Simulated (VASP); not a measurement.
Method: PBEsol GGA, VASP's PBE PAW potentials (set 64) (plane waves; VASP 6.6.1).

VASP ran on this input.

INCAR:
```
! general
SYSTEM  = ZnS
PREC    = Accurate
ENCUT   = 520
LREAL   = .False.
LASPH   = .True.

! electronic loop
EDIFF   = 1E-7
NELM    = 100
ALGO    = Normal
LMAXMIX = 4

! smearing
ISMEAR  = 0
SIGMA   = 0.05

! functional
GGA     = PS

! ions
IBRION  = 2
NSW     = 30
ISIF    = 4
EDIFFG  = -0.01

! output
LWAVE   = .False.
LCHARG  = .False.
```

### KPOINTS
```
K-points
0
gamma
 7 7 4
```

**POSCAR**
```
ZnS
1
    1.8747990960    -3.2472472473     0.0000000000
    1.8747990960     3.2472472473     0.0000000000
    0.0000000000     0.0000000000     6.1437296342
Zn S
2 2
Direct
  0.6666670000   0.3333330000   0.5001659862
  0.3333330000   0.6666670000   0.0001659862
  0.6666670000   0.3333330000   0.8748340138
  0.3333330000   0.6666670000   0.3748340138
```

POTCAR, in this order: Zn S (PBE.64 set). Program: vasp_std.

The resulting files:

File OSZICAR:
```
       N       E                     dE             d eps       ncg     rms          rms(c)
DAV:   1     0.236691278158E+03    0.23669E+03   -0.17789E+04  1056   0.202E+03
DAV:   2     0.666779327453E+01   -0.23002E+03   -0.22426E+03  1098   0.380E+02
DAV:   3    -0.154177191497E+02   -0.22086E+02   -0.21992E+02  1242   0.119E+02
DAV:   4    -0.159659594890E+02   -0.54824E+00   -0.54762E+00  1254   0.194E+01
DAV:   5    -0.159757396123E+02   -0.97801E-02   -0.97791E-02  1262   0.259E+00    0.108E+01
DAV:   6    -0.151341806948E+02    0.84156E+00   -0.22333E+00  1402   0.487E+01    0.822E+00
DAV:   7    -0.151728890693E+02   -0.38708E-01   -0.21120E+00  1098   0.865E+00    0.337E+00
DAV:   8    -0.151489842869E+02    0.23905E-01   -0.97684E-02  1466   0.450E+00    0.110E+00
DAV:   9    -0.151479278174E+02    0.10565E-02   -0.28781E-02  1452   0.273E+00    0.276E-01
DAV:  10    -0.151480215114E+02   -0.93694E-04   -0.12257E-03  1256   0.437E-01    0.209E-01
DAV:  11    -0.151481272178E+02   -0.10571E-03   -0.20906E-04  1328   0.234E-01    0.573E-02
DAV:  12    -0.151481379906E+02   -0.10773E-04   -0.67857E-05  1272   0.735E-02    0.267E-02
DAV:  13    -0.151481388370E+02   -0.84639E-06   -0.25342E-06  1218   0.145E-02    0.157E-02
DAV:  14    -0.151481401644E+02   -0.13274E-05   -0.28202E-06  1484   0.316E-02    0.502E-03
DAV:  15    -0.151481398515E+02    0.31287E-06   -0.99611E-07  1446   0.215E-02    0.219E-03
DAV:  16    -0.151481398570E+02   -0.54738E-08   -0.13092E-07   760   0.249E-03
   1 F= -.15148140E+02 E0= -.15148140E+02  d E =-.151481E+02
       N       E                     dE             d eps       ncg     rms          rms(c)
DAV:   1    -0.151483630416E+02   -0.22319E-03   -0.88354E-03  1062   0.693E-01    0.779E-02
DAV:   2    -0.151482641000E+02    0.98942E-04   -0.29173E-04  1446   0.254E-01    0.458E-02
DAV:   3    -0.151482134159E+02    0.50684E-04   -0.69915E-05  1238   0.105E-01    0.125E-02
DAV:   4    -0.151482128586E+02    0.55727E-06   -0.23340E-05  1164   0.409E-02    0.695E-03
DAV:   5    -0.151482128666E+02   -0.79467E-08   -0.16965E-06  1260   0.141E-02    0.447E-03
DAV:   6    -0.151482128125E+02    0.54024E-07   -0.20482E-07   844   0.782E-03
   2 F= -.15148213E+02 E0= -.15148213E+02  d E =-.729556E-04
       N       E                     dE             d eps       ncg     rms          rms(c)
DAV:   1    -0.151489758249E+02   -0.76296E-03   -0.41175E-02  1062   0.150E+00    0.168E-01
DAV:   2    -0.151485138327E+02    0.46199E-03   -0.13603E-03  1428   0.548E-01    0.988E-02
DAV:   3    -0.151482784566E+02    0.23538E-03   -0.32690E-04  1226   0.226E-01    0.272E-02
DAV:   4    -0.151482759493E+02    0.25073E-05   -0.10896E-04  1158   0.885E-02    0.151E-02
DAV:   5    -0.151482759970E+02   -0.47626E-07   -0.79733E-06  1242   0.306E-02    0.962E-03
DAV:   6    -0.151482757784E+02    0.21860E-06   -0.11021E-06  1338   0.168E-02    0.109E-03
DAV:   7    -0.151482757971E+02   -0.18705E-07   -0.27378E-07   842   0.502E-03
   3 F= -.15148276E+02 E0= -.15148276E+02  d E =-.135940E-03
```

OUTCAR:
```
------------------------ aborting loop because EDIFF is reached ----------------------------------------
  FORCE on cell =-STRESS in cart. coord.  units (eV):
  Direction    XX          YY          ZZ          XY          YZ          ZX
  --------------------------------------------------------------------------------------
  Total        1.1950404      1.1950403      1.1505636      0.0000000      0.0000000      0.0000000
  in kB       25.5953440     25.5953433     24.6427427      0.0000000      0.0000000      0.0000000
  external PRESSURE =      25.2778100 kB  Pullay stress =       0.0000000 kB
  volume of cell :       74.81
      direct lattice vectors                 reciprocal lattice vectors
     1.872963964 -3.244068701  0.000000000     0.266956551 -0.154127439  0.000000000
     1.872963964  3.244068701  0.000000000     0.266956551  0.154127439  0.000000000
     0.000000000  0.000000000  6.155774807     0.000000000  0.000000000  0.162449087
  FREE ENERGIE OF THE ION-ELECTRON SYSTEM (eV)
  ---------------------------------------------------
  free  energy   TOTEN  =       -15.1482757971 eV

  energy  without entropy=      -15.1482757971  energy(sigma->0) =      -15.14827580

 reached required accuracy - stopping structural energy minimisation
```
(Selected blocks of OUTCAR.)

**CONTCAR**
```
ZnS
   1.00000000000000
     1.8729639635411446   -3.2440687010922193    0.0000000000000000
     1.8729639635411446    3.2440687010922193    0.0000000000000000
     0.0000000000000000    0.0000000000000000    6.1557748071804381
  Zn              S
     2     2
Direct
     0.6666669999999968    0.3333330000000032    0.5005178166416283
     0.3333330000000032    0.6666669999999968    0.0005178166416283
     0.6666669999999968    0.3333330000000032    0.8744821833583717
     0.3333330000000032    0.6666669999999968    0.3744821833583717
```

OUTCAR:
```
 val. band max:        2.5513651467   @ k =   0.0000   0.0000   0.0000

 cond. band min:       4.8347221657   @ k =   0.0000   0.0000   0.0000


 Fermi energy:         2.8269796509

 k-point     1 :       0.0000    0.0000    0.0000
  band No.  band energies     occupation
      1     -11.0246      2.00000
      2      -9.9762      2.00000
      3      -4.0647      2.00000
      4      -4.0461      2.00000
      5      -4.0461      2.00000
      6      -3.9560      2.00000
      7      -3.9560      2.00000
      8      -3.5499      2.00000
      9      -3.5499      2.00000
     10      -3.4603      2.00000
     11      -3.4603      2.00000
     12      -3.3502      2.00000
     13      -3.1617      2.00000
     14       1.5732      2.00000
     15       1.5733      2.00000
     16       2.4517      2.00000
     17       2.5513      2.00000
     18       2.5514      2.00000
     19       4.8347      0.00000
     20       5.6334      0.00000
     21       8.7358      0.00000
     22       8.7358      0.00000

 k-point     2 :       0.1429    0.0000    0.0000
  band No.  band energies     occupation
      1     -10.8740      2.00000
      2      -9.8919      2.00000
      3      -4.0666      2.00000
      4      -4.0318      2.00000
      5      -4.0172      2.00000
      6      -3.9419      2.00000
      7      -3.9128      2.00000
      8      -3.5732      2.00000
      9      -3.5577      2.00000
     10      -3.5503      2.00000
     11      -3.4532      2.00000
     12      -3.2381      2.00000
     13      -2.9771      2.00000
     14       0.5306      2.00000
     15       1.2380      2.00000
     16       1.4472      2.00000
     17       2.2538      2.00000
     18       2.3650      2.00000
     19       5.7848      0.00000
     20       6.4759      0.00000
     21       8.2520      0.00000
     22       9.1250      0.00000

 k-point     3 :       0.2857    0.0000    0.0000
  band No.  band energies     occupation
      1     -10.4832      2.00000
...
```

The compound is ZnS in the wurtzite structure, the high-temperature form. This cell is one point of a volume scan, at 0.97 of the reference volume. Symmetry was kept, so distortions that lower it aren't found.
